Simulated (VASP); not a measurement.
VASP ran on this input.

**POSCAR**
```
GaSb
1
   -0.0000000000     3.1024030272     3.1024030272
    3.1024030272    -0.0000000000     3.1024030272
    3.1024030272     3.1024030272    -0.0000000000
Ga Sb
1 1
Direct
  0.0000000000   0.0000000000   0.0000000000
  0.2500000000   0.2500000000   0.2500000000
```

### KPOINTS
```
kpoints
0
gamma
 9 9 9
0 0 0
```

**INCAR**
```
SYSTEM = GaSb
PREC = Accurate
ENCUT = 520
EDIFF = 1E-6
NELM = 100
ALGO = Normal
LREAL = .FALSE.
LASPH = .TRUE.
ISMEAR = 1
SIGMA = 0.1
GGA = BO
PARAM1 = 0.1833333333
PARAM2 = 0.22
LUSE_VDW = .TRUE.
AGGAC = 0.0
LMAXMIX = 4
LWAVE = .FALSE.
LCHARG = .FALSE.
IBRION = 2
ISIF = 3
NSW = 60
EDIFFG = -0.01
```

POTCAR, in this order: Ga_d Sb (PBE.64 set). Program: vasp_std.

Question: Write an equivalent input for Quantum ESPRESSO's pw.x.

Answer: One equivalent input (not run):
```
&CONTROL
  calculation = 'vc-relax'
  pseudo_dir = './pseudo'
  outdir = './out'
  tprnfor = .true.
  tstress = .true.
  nstep = 60
  forc_conv_thr = 0.00039
/
&SYSTEM
  ibrav = 0
  nat = 2
  ntyp = 2
  ecutwfc = 80
  occupations = 'smearing'
  smearing = 'methfessel-paxton'
  degauss = 0.00735
  input_dft = 'vdw-df-obk8'
/
&ELECTRONS
  conv_thr = 7.3e-08
  electron_maxstep = 100
/
&IONS
/
&CELL
/
ATOMIC_SPECIES
  Ga 69.723 Ga.upf
  Sb 121.760 Sb.upf
CELL_PARAMETERS angstrom
    -0.0000000    3.1024030    3.1024030
     3.1024030   -0.0000000    3.1024030
     3.1024030    3.1024030   -0.0000000
ATOMIC_POSITIONS crystal
  Ga   0.0000000  0.0000000  0.0000000
  Sb   0.2500000  0.2500000  0.2500000
K_POINTS automatic
  9 9 9 0 0 0
```
The two are equivalent in intent, not identical: the potentials are each code's own (VASP's PAW set, PseudoDojo norm-conserving files in pw.x), so ENCUT and ecutwfc are chosen apart and not converted; conv_thr bounds pw.x's estimated SCF error, while EDIFF bounds the energy change between steps; forc_conv_thr acts on force components and is met together with etot_conv_thr.

The compound is GaSb in the zinc blende structure. It was relaxed first, which changed the volume by +5 %. The start is the result of an earlier pass.
